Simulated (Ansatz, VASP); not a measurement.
# Cross-check of TiO2 (Rutile) between VASP and Ansatz, part 2 of 2

Wanted: the spread between two codes on one cell, functional and k mesh. The structure shown is the start of the Ansatz relaxation below; VASP solves that cell, so the two are compared at the walk's first step.

VASP 6.6.1 and Ansatz 0.2.0.

So far. Step 4 (Side by side): The forces differ by 9.5 meV/Å r.m.s., which is 18.2 % of the r.m.s. force of 0.052 eV/Å (both taken over all components).

## 7. VASP: single point, PBE, start cell, pair 2

Level of this step: PBE, no spin polarisation; plane waves and PAW (O, Ti_sv) (VASP).

The same cell, functional and mesh now go to VASP, with its own data sets.

INCAR

```
SYSTEM = TiO2
PREC = Accurate
ENCUT = 520
EDIFF = 1E-06
NELM = 120
ISMEAR = 0
SIGMA = 0.01
LREAL = .FALSE.
ALGO = Normal
GGA = PE
NBANDS = 30
LASPH = .TRUE.
LORBIT = 11
LWAVE = .FALSE.
LCHARG = .FALSE.
ISIF = 2
GGA_COMPAT = .FALSE.
EFERMI = MIDGAP
KPAR = 2
```

POSCAR

```
TiO2
1.0
    4.4964010000      0.0000000000      0.0000000000
    0.0000000000      4.4964010000      0.0000000000
    0.0000000000      0.0000000000      2.9079500000
O Ti
4 2
Direct
    0.3030797298      0.3030797298      0.0000000000
    0.1969203814      0.8030796186      0.5000000000
    0.6969204926      0.6969204926      0.0000000000
    0.8030796186      0.1969203814      0.5000000000
    0.0000000000      0.0000000000      0.0000000000
    0.5000001112      0.5000001112      0.5000000000
```

KPOINTS

```
Automatic mesh
0
Gamma
8 8 12
0 0 0
```

The projector-augmented-wave data sets are O and Ti_sv (PBE family, release 64).

Command:

```console
$ mpirun -np 2 vasp_std
```

Numbers of over 12 decimals in the logs are rounded to 6 here.

What it wrote:

```text
[... set-up lines as in an earlier step ...]
 entering main loop
       N       E                     dE             d eps       ncg     rms          rms(c)
DAV:   1     0.676965658276E+03    0.67697E+03   -0.24770E+04  6300   0.191E+03
DAV:   2     0.419522675651E+02   -0.63501E+03   -0.60191E+03  6794   0.560E+02
DAV:   3    -0.652668525151E+02   -0.10722E+03   -0.10434E+03  9584   0.208E+02
DAV:   4    -0.701331712210E+02   -0.48663E+01   -0.48604E+01  8420   0.446E+01
[...]
DAV:  14    -0.533382819595E+02   -0.18464E-06   -0.45832E-05  8548   0.599E-02    0.910E-03
DAV:  15    -0.533382833033E+02   -0.13438E-05   -0.39552E-06  6100   0.171E-02    0.180E-03
DAV:  16    -0.533382833142E+02   -0.10939E-07   -0.24299E-07  3288   0.390E-03
   1 F= -.53338283E+02 E0= -.53338283E+02  d E =0.000000E+00
```

Parts of OUTCAR (step 7):

```text
  Total        7.8898252      7.8898252      8.4972740      0.0000000      0.0000000      0.0000000
  in kB      215.0111370    215.0111370    231.5651488      0.0000000      0.0000000      0.0000000
  external PRESSURE =     220.5291410 kB  Pullay stress =       0.0000000 kB

 POSITION                                       TOTAL-FORCE (eV/Angst)
 -----------------------------------------------------------------------------------
      1.36277      1.36277      0.00000        -0.081979     -0.081979      0.000000
      0.88543      3.61097      1.45398         0.081979     -0.081979      0.000000
      3.13363      3.13363      0.00000         0.081979      0.081979      0.000000
      3.61097      0.88543      1.45398        -0.081979      0.081979      0.000000
      0.00000      0.00000      0.00000         0.000000      0.000000      0.000000
      2.24820      2.24820      1.45398         0.000000      0.000000      0.000000
 -----------------------------------------------------------------------------------
    total drift:                               -0.001835     -0.001835      0.000001

  FREE ENERGIE OF THE ION-ELECTRON SYSTEM (eV)
  ---------------------------------------------------
  free  energy   TOTEN  =       -53.3382833142 eV

  energy  without entropy=      -53.3382833142  energy(sigma->0) =      -53.33828331

[... 1 part as in an earlier step ...]

[... 2 further parts left out ...]
[key lines of the parts left out:]
E-fermi :   6.5023
```

The run ends at a pressure of 22.05 GPa, with forces up to 0.12 eV/Å.

## 8. Side by side

Forces (eV/Å; atoms numbered as in POSCAR):

```
atom         Ansatz x, y, z           VASP x, y, z
  O1  -0.067, -0.067, 0.000  -0.082, -0.082, 0.000
  O2   0.067, -0.067, 0.000   0.082, -0.082, 0.000
  O3    0.067, 0.067, 0.000    0.082, 0.082, 0.000
  O4   -0.067, 0.067, 0.000   -0.082, 0.082, 0.000
 Ti5    0.000, 0.000, 0.000    0.000, 0.000, 0.000
 Ti6    0.000, 0.000, 0.000    0.000, 0.000, 0.000
```

The forces differ by 10 meV/Å r.m.s., which is 18.4 % of the r.m.s. force of 0.055 eV/Å (both taken over all components).

## 9. What the set-up changes

Further runs change the set-up of one program: Ansatz's method, potentials or start, or VASP's data sets, cutoff or form of LDA. The table gives that difference for each run.

```csv
run,r.m.s. force difference (meV/Å)
as above,10
VASP with a cutoff of 600 eV (perhaps on Ansatz's relaxed cell),8.4
```

## 10. Ansatz: relaxation, PBE

The two programs are compared at the cell with which this relaxation starts, whose forces are those of its first step. The cell compared in this pair holds 60.07 Å³, against 58.79 Å³ for the pair before.

The structure compared here is the start of the Ansatz relaxation; VASP solves that cell, so the two are compared at the walk's first step.

input.yaml

```yaml
crystal:
  lattice:
    - [4.5349761457, 0.0, 0.0]
    - [0.0, 4.5349761457, 0.0]
    - [0.0, 0.0, 2.9208355426]
  atoms:
    - { symbol: O, position: [0.3036563044, 0.3036563044, 0.0] }
    - { symbol: O, position: [0.1963436956, 0.8036563044, 0.5] }
    - { symbol: O, position: [0.6963436956, 0.6963436956, 0.0] }
    - { symbol: O, position: [0.8036563044, 0.1963436956, 0.5] }
    - { symbol: Ti, position: [0.0, 0.0, 0.0] }
    - { symbol: Ti, position: [0.5, 0.5, 0.5] }
kpoints:
  mp_grid: { grid: [8, 8, 12] }
hamiltonian:
  xc: pbe
  pseudopotentials: { kind: paw, azcp: { folder: soft_1 } }
scf:
  occupations: { method: fixed }
output:
  forces: true
  stress: true
  eigenvalues: true
relax:
  adjacent_minimum: "off"
  f_tol: 0.001
  max_steps: 60
  cell: { stress_tol: 0.01, fix: [volume] }
```

Command:

```console
$ ansatz run input.yaml --threads 4 --pin off --max-ram 16384MiB --backend cpu --events-out ev --progress --plain --runs-dir out
```

What it wrote:

```text
[...]
Crystal: 6 atoms, lattice volume = 60.070 Å³
Basis set: ecut = 420 eV, 1161 PW (Γ), exchange–correlation on 64×64×40 points (8 copies of the dense FFT grid, shifted against one another)
Bands: 30, of which v1, the nominal top of the filled ones, is band 24 counted from 1 (23 counted from 0)
Symmetry: 16 space group operations
[...]
k-points: 105 of 768
[...]
cell:  # Å, volume = 60.0699 Å³
    - [4.528751, 0, 0]
    - [0, 4.528751, 0]
    - [0, 0, 2.928871]
  atoms:
    - { symbol: O, position: [0.303080, 0.303080, 0] }
    - { symbol: O, position: [0.196920, 0.803080, 0.5] }
    - { symbol: O, position: [0.696920, 0.696920, 0] }
    - { symbol: O, position: [0.803080, 0.196920, 0.5] }
    - { symbol: Ti, position: [0, 0, 0] }
    - { symbol: Ti, position: [0.5, 0.5, 0.5] }
[key lines of the parts left out:]
SCF converged after 7 iterations
Free energy (F): -7277.153743 eV
Fermi energy:    9.672879 eV
P = ⅓ Tr σ = 14.7788 GPa (147.788 kbar)
```

## 11. VASP: single point, PBE, start cell, pair 3

The same cell, functional and mesh now go to VASP, with its own data sets.

INCAR is that of step 7.

POSCAR

```
TiO2
1.0
    4.5349760000      0.0000000000      0.0000000000
    0.0000000000      4.5349760000      0.0000000000
    0.0000000000      0.0000000000      2.9208360000
O Ti
4 2
Direct
    0.3036562928      0.3036562928      0.0000000000
    0.1963437072      0.8036562928      0.5000000000
    0.6963437072      0.6963437072      0.0000000000
    0.8036562928      0.1963437072      0.5000000000
    0.0000000000      0.0000000000      0.0000000000
    0.5000000000      0.5000000000      0.5000000000
```

KPOINTS is that of step 7.

Command:

```console
$ mpirun -np 2 vasp_std
```

What it wrote:

```text
[... set-up lines as in an earlier step ...]
 entering main loop
       N       E                     dE             d eps       ncg     rms          rms(c)
DAV:   1     0.672527204970E+03    0.67253E+03   -0.24852E+04  6300   0.191E+03
DAV:   2     0.394124234437E+02   -0.63311E+03   -0.60072E+03  6814   0.558E+02
DAV:   3    -0.657689270514E+02   -0.10518E+03   -0.10300E+03  9452   0.206E+02
DAV:   4    -0.704591432837E+02   -0.46902E+01   -0.46845E+01  8580   0.439E+01
[...]
DAV:  13    -0.534877133791E+02    0.17932E-03   -0.56145E-04  7422   0.258E-01    0.207E-02
DAV:  14    -0.534877151635E+02   -0.17844E-05   -0.51085E-05  8674   0.604E-02    0.105E-02
DAV:  15    -0.534877161630E+02   -0.99941E-06   -0.56343E-06  6558   0.238E-02
   1 F= -.53487716E+02 E0= -.53487716E+02  d E =0.000000E+00
```

Parts of OUTCAR (step 11):

```text
  Total        5.7470597      5.7470597      6.3753735     -0.0000000      0.0000000      0.0000000
  in kB      153.2848152    153.2848152    170.0431157     -0.0000000      0.0000000      0.0000000
  external PRESSURE =     158.8709154 kB  Pullay stress =       0.0000000 kB

 POSITION                                       TOTAL-FORCE (eV/Angst)
 -----------------------------------------------------------------------------------
      1.37707      1.37707      0.00000        -0.085928     -0.085928      0.000000
      0.89041      3.64456      1.46042         0.085928     -0.085928      0.000000
      3.15790      3.15790      0.00000         0.085928      0.085928     -0.000000
      3.64456      0.89041      1.46042        -0.085928      0.085928     -0.000000
      0.00000      0.00000      0.00000        -0.000000     -0.000000     -0.000000
      2.26749      2.26749      1.46042        -0.000000     -0.000000     -0.000000
 -----------------------------------------------------------------------------------
    total drift:                                0.000000      0.000000     -0.000000

  FREE ENERGIE OF THE ION-ELECTRON SYSTEM (eV)
  ---------------------------------------------------
  free  energy   TOTEN  =       -53.4877161630 eV

  energy  without entropy=      -53.4877161630  energy(sigma->0) =      -53.48771616

[... 1 part as in an earlier step ...]

[... 2 further parts left out ...]
[key lines of the parts left out:]
E-fermi :   6.2346
```

The run ends at a pressure of 15.89 GPa, with forces up to 0.12 eV/Å.

## 12. Differences

Forces (eV/Å; atoms numbered as in POSCAR):

| atom | Ansatz x, y, z | VASP x, y, z |
| --- | --- | --- |
| O1 | -0.069, -0.069, 0.000 | -0.086, -0.086, 0.000 |
| O2 | 0.069, -0.069, 0.000 | 0.086, -0.086, 0.000 |
| O3 | 0.069, 0.069, 0.000 | 0.086, 0.086, 0.000 |
| O4 | -0.069, 0.069, 0.000 | -0.086, 0.086, 0.000 |
| Ti5 | 0.000, 0.000, 0.000 | 0.000, 0.000, 0.000 |
| Ti6 | 0.000, 0.000, 0.000 | 0.000, 0.000, 0.000 |

The forces differ by 11 meV/Å r.m.s., which is 19.2 % of the r.m.s. force of 0.057 eV/Å (both taken over all components).

## 13. Other set-ups

Further runs change the set-up of one program: Ansatz's method, potentials or start, or VASP's data sets, cutoff or form of LDA. The table gives that difference for each run.

| run | r.m.s. force difference (meV/Å) |
| --- | --- |
| as above | 11 |
| VASP with a cutoff of 600 eV (perhaps on Ansatz's relaxed cell) | 9.0 |

## 14. Outcome

```json
{
 "r.m.s. force difference (single point, PBE, start cell, pair 1)": "9.5 meV/Å",
 "r.m.s. force difference (single point, PBE, start cell, pair 2)": "10 meV/Å",
 "r.m.s. force difference (single point, PBE, start cell, pair 3)": "11 meV/Å"
}
```

**Reading.** The r.m.s. force difference is 11 meV/Å (single point, PBE, start cell, pair 3), within the 12 meV/Å picked in this series as the mark of a large difference. 9 further runs of this series are not shown here. Such differences can come from data sets, numerical settings and the points named under the comparisons, not from the functional's error against experiment.

[Lines on the potential files, build, host, timing and source positions are cut from VASP's logs without a mark.]

[Logs are printed without paths, hosts, clocks, repeated set-up lines and the standing remarks that a program may print on its own settings, such as how far it seeks lower states.]

[Hosts, paths, dates, database ids (printed as entryN), source tags and the programs' standing remarks are cut or masked in the printed files.]

[Rows of further runs with another cutoff or data set may stand on the cell that Ansatz relaxed, not on the start cell of the pair above them.]
